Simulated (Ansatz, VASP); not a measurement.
**Al2GaP3 in VASP and in Ansatz**

```xyz
6
Lattice="4.1423 0.0000 0.0000 -2.0712 3.5874 0.0000 0.0000 0.0000 6.9700" Properties=species:S:1:pos:R:3 pbc="T T T"
Al    2.0712    1.1958    1.9356
Al    2.0712    1.1958    5.0344
Ga    0.0000    0.0000    0.0000
P     0.0000    0.0000    3.4850
P     0.0000    2.3916    0.0000
P     0.0000    2.3916    3.4850
```

Change from the starting cell: species swapped into the Ce2CuGe3 type (P-6m2, No. 187).

Alike in both runs: functional PBE; k mesh 12 × 12 × 6; occupations gaussian, width 0.1 eV; no spin polarisation.

Ansatz relaxed the structure, and its values are those at the end. VASP's run is a single point on that final structure, the one shown.

```csv
,VASP,Ansatz
version,VASP 6.6.1,Ansatz 0.2.0
potentials or method,"VASP PAW PBE potentials, release 64 (Al, Ga_d, P)","scalar-relativistic, plane waves, PAW"
plane-wave cutoff (eV),520,420
valence electrons in the cell,34,34
```

```csv
,VASP,Ansatz,Ansatz less VASP
gap on the k mesh at the Fermi level (eV),none,none,-
pressure (GPa),-0.1,0.0,+0.07
```

A gap of «none» marks a metal or a gap that the smearing closes. The functional is the same, so the differences come from potentials, cutoffs and numerics.
